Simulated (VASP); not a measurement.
Crystal: Al3InSb4.

```
In Al Sb
1.0
     0.00000   -3.14854   -3.14854
     3.14854    6.29709   -3.14854
     6.29709   -3.14854    3.14854
In Al Sb
1 3 4
Cartesian
  3.1485 0.0000 -3.1485
  3.1485 -3.1485 0.0000
  6.2971 0.0000 0.0000
  0.0000 0.0000 0.0000
  7.8714 -1.5743 -1.5743
  1.5743 -1.5743 -1.5743
  4.7228 1.5743 -1.5743
  4.7228 -1.5743 1.5743
```

The cell comes from a database or a generator and needn't be the stable form of this composition.

- Program: VASP 6.6.1
- Task: relaxation of cell and atoms
- Functional: LDA
- Potentials or basis: VASP PAW LDA potentials, release 64 (In_d, Al, Sb)
- Cutoff: 300 eV
- k mesh: 4 × 4 × 3
- Occupations: gaussian, width 0.02 eV
- Spin: no spin polarisation

At the start: pressure -2.0 GPa; volume 31.21 Å³/atom.

Q: How do energy, volume and symmetry change on relaxing?

A: Over 19 steps the energy falls by 28.5 meV/atom and the volume is 29.75 Å³/atom (-4.7 %); space group Cm (No. 8, to 0.05 Å).

Step by step:
```csv
step,energy change (eV),largest force (eV/Å),pressure (GPa),volume (Å³)
1,0.0000,0.9825,-2.04,249.70
2,-0.1612,0.6141,0.76,235.61
3,-0.1615,0.5979,0.86,235.10
4,-0.2140,0.2019,0.30,237.03
5,-0.2214,0.2176,-0.01,238.14
6,-0.2257,0.1040,-0.04,238.22
7,-0.2271,0.0480,-0.07,238.28
8,-0.2274,0.0384,0.05,237.72
9,-0.2275,0.0377,0.03,237.88
10,-0.2277,0.0189,0.01,237.97
11,-0.2278,0.0218,-0.01,238.07
12,-0.2280,0.0165,-0.03,238.03
13,-0.2280,0.0218,0.00,238.01
14,-0.2281,0.0153,0.00,238.01
15,-0.2281,0.0224,0.00,238.01
16,-0.2282,0.0089,0.00,238.02
17,-0.2282,0.0083,0.00,238.02
18,-0.2282,0.0062,0.01,237.97
19,-0.2282,0.0044,0.00,237.99
```

Final structure:
```
CELL_PARAMETERS angstrom
0.00000 -3.11922 -3.11922
3.07861 6.20580 -3.08658
6.15827 -3.09782 3.09782
ATOMIC_POSITIONS crystal
In 0.74951 0.49902 0.24946
Al 0.50219 0.00438 0.50439
Al 0.24982 0.49964 0.75099
Al 0.99890 0.99780 0.99659
Sb 0.81355 0.62711 0.92533
Sb 0.55441 0.10882 0.18427
Sb 0.31744 0.63488 0.45115
Sb 0.06418 0.12835 0.68782
```
